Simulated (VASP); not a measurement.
Calculation: PBE GGA, VASP's PBE PAW potentials (set 64) (plane waves; VASP).

VASP input:

**KPOINTS**
```
Automatic mesh
0
Gamma
8 8 8
0 0 0
```

File POSCAR:
```
Na
1
   -2.0829850000     2.0829850000     2.0829850000
    2.0829850000    -2.0829850000     2.0829850000
    2.0829850000     2.0829850000    -2.0829850000
Na
1
Direct
  0.0000000000   0.0000000000   0.0000000000
```

**INCAR**
```
! general
SYSTEM = Na
PREC   = Accurate
ENCUT  = 300   ! plane-wave cut-off (eV)
LREAL  = .FALSE.   ! projection in real space or not
LASPH  = .TRUE.

! electronic loop
EDIFF  = 1E-6   ! SCF stop (eV)
NELM   = 100   ! most electronic steps
ALGO   = Normal   ! blocked Davidson

! smearing
ISMEAR = -1   ! Fermi-Dirac
SIGMA  = 0.1   ! width (eV)

! functional
GGA    = PE   ! PBE

! ions
ISIF   = 2   ! forces and stress, cell fixed

! output
LWAVE  = .FALSE.
LCHARG = .FALSE.
```

POTCAR, in this order: Na_pv (PBE.64 set). Program: vasp_std.

Q: What will the output report for the number of irreducible k-points (NKPTS), largest plane-wave count, number of space-group operations, FFT grid (NGX, NGY, NGZ)?

A: 
```json
{
 "number of irreducible k-points (NKPTS)": "29",
 "largest_plane_wave_count": "436",
 "number_of_space_group_operations": "48",
 "FFT grid (NGX, NGY, NGZ)": "20 × 20 × 20"
}
```

The structure comes from a computed database's Na entry; how it stands against other phases isn't given here. The cell was not relaxed at this level.
